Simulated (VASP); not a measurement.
# Sr2CuCN2O2: single point with PBE

Sr2CuCN2O2:

```
CELL_PARAMETERS angstrom
3.83745 0.00000 0.00000
0.00000 3.83745 0.00000
0.00000 0.00000 8.17845
ATOMIC_POSITIONS crystal
Sr 0.50000 0.50000 0.28762
Sr 0.50000 0.50000 0.71238
Cu 0.00000 0.00000 0.50000
O 0.50000 0.00000 0.50000
O 0.00000 0.50000 0.50000
N 0.00000 0.00000 0.15223
N 0.00000 0.00000 0.84777
C 0.00000 0.00000 0.00000
```

The cell comes from a database or a generator and needn't be the stable form of this composition.

* Program: VASP 6.6.1
* Task: single point
* Functional: PBE
* Potentials or basis: VASP PAW PBE potentials, release 64 (Sr_sv, Cu, O, N, C)
* Cutoff: 520 eV
* k mesh: 7 × 7 × 4
* Occupations: fermi-dirac, width 0.05 eV
* Spin: no spin polarisation
* Further INCAR settings: ALGO = Normal; EDIFF = 1e-07; NBANDS = 38

```yaml
Pressure: 0.5 GPa
Largest_force: 0.028 eV/Å
Band_gap_on_the_k_mesh: none (metal or under the smearing width)
```

Forces in eV/Å, atoms in the order of the input:
```
Sr   0.000  0.000  0.013
Sr   0.000  0.000 -0.013
Cu   0.000  0.000  0.000
O    0.000  0.000  0.000
O    0.000  0.000  0.000
N    0.000  0.000  0.028
N    0.000  0.000 -0.028
C    0.000  0.000  0.000
```

Stress tensor (GPa, compression positive):
```
0.57 0.00 0.00
0.00 0.57 0.00
0.00 0.00 0.25
```

Levels at points of the mesh, in eV from the Fermi level:
```tsv
k point	band 26	band 27	band 28	band 29	band 30	band 31	band 32	band 33
(0.00, 0.00, 0.00)	-1.85	-1.85	-1.33	-1.33	1.68	3.19	3.48	4.93
(0.00, 0.00, 0.50)	-1.95	-1.93	-1.24	-1.24	1.96	3.46	3.74	4.52
```

Wall time 3.4 min on 1 thread of Intel(R) Xeon(R) Platinum 8259CL CPU @ 2.50GHz (Skylake/Cascade Lake), on a shared host, peak memory 0.32 GiB.

Caveat: the standard files for N, O and F lose accuracy on very short bonds; an odd number of electrons without spin polarisation forces a metal; a magnetic or distorted state may lie lower; the run has no spin polarisation, though such a crystal can be magnetic; semilocal functionals often make such compounds metallic where correlation or magnetic order opens a gap, which also shifts bond lengths. With open d or f shells a metallic result of PBE can be an artefact of self-interaction; +U or a hybrid may open a gap.
